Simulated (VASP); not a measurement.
BaOs: density of states with PBE

The system is BaOs.

```
Ba Os
1.0
     3.20220    0.00000    0.00000
    -1.60110    2.77319    0.00000
     0.00000    0.00000    5.21216
Ba Os
1 1
Direct
  0.33333 0.66667 0.50000
  0.00000 0.00000 0.00000
```

The cell was built by a generator and needn't be a form met in nature.

- Program: VASP 6.6.1
- Task: density of states
- Functional: PBE
- Potentials or basis: VASP PAW PBE potentials, release 64 (Ba_sv, Os)
- Cutoff: 520 eV
- k mesh: 21 × 21 × 10
- Occupations: gaussian, width 0.1 eV
- Spin: no spin polarisation
- Dipole correction: no
- k mesh for the DOS: 32 × 32 × 15
- Occupations for the DOS: tetrahedron
- Further INCAR settings: ALGO = Fast; EDIFF = 1e-06; NBANDS = 16

- Valence electrons inside the program's atomic spheres: Ba 8.38; Os 6.78

Levels at points of the mesh, in eV from the Fermi level:
```tsv
k point	band 5	band 6	band 7	band 8	band 9	band 10	band 11	band 12	band 13	band 14
(0.00, 0.00, 0.00)	-5.64	-1.91	-0.96	-0.96	0.18	0.18	1.18	3.32	3.32	4.48
(0.50, 0.00, 0.00)	-3.27	-2.24	-2.07	-0.59	0.55	0.97	1.15	1.44	3.94	7.73
```

States per cell in windows of 1 eV (zero at the Fermi level; states under -8 eV left out):
```tsv
from (eV)	total	Os2_d	Ba1_d	Os2_p	Os2_s	Ba1_p	Ba1_s
-8.0	0.00	0.00	0.00	0.00	0.00	0.00	0.00
-7.0	0.00	0.00	0.00	0.00	0.00	0.00	0.00
-6.0	0.05	0.00	0.00	0.00	0.02	0.00	0.00
-5.0	0.24	0.03	0.01	0.01	0.09	0.01	0.00
-4.0	1.13	0.35	0.09	0.03	0.24	0.03	0.01
-3.0	1.38	0.70	0.17	0.03	0.08	0.02	0.01
-2.0	3.73	2.37	0.26	0.09	0.09	0.07	0.05
-1.0	3.56	2.49	0.25	0.08	0.06	0.08	0.02
0.0	1.79	1.09	0.29	0.05	0.01	0.03	0.02
1.0	2.14	0.79	0.64	0.11	0.02	0.06	0.05
2.0	1.50	0.42	0.45	0.10	0.05	0.06	0.03
3.0	1.26	0.25	0.45	0.08	0.06	0.05	0.03
4.0	1.27	0.18	0.48	0.07	0.10	0.06	0.02
5.0	1.59	0.20	0.63	0.14	0.05	0.07	0.02
6.0	1.03	0.11	0.48	0.07	0.03	0.03	0.01
7.0	1.47	0.14	0.68	0.12	0.06	0.04	0.02
```

It took 7.3 min on 1 thread of Intel(R) Xeon(R) Platinum 8488C (Sapphire Rapids), with other jobs on the host, peak memory 0.74 GiB.

 Spin-orbit coupling is left out, which matters for the levels of Ba, Os.
